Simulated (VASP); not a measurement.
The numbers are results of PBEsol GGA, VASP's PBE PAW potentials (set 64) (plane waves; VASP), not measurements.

Gaps are without spin-orbit coupling.

Problem. Order these relaxed crystals by band gap, smallest first: MgCdTe2, I-42d (122); SnS2, Fd-3m (227); Cd2SeS, P3m1 (156); PtCl2, Pnnm (58).

Solution. Cd2SeS, P3m1 (156) (0.67 eV), PtCl2, Pnnm (58) (0.85 eV), SnS2, Fd-3m (227) (1.07 eV), MgCdTe2, I-42d (122) (1.51 eV)
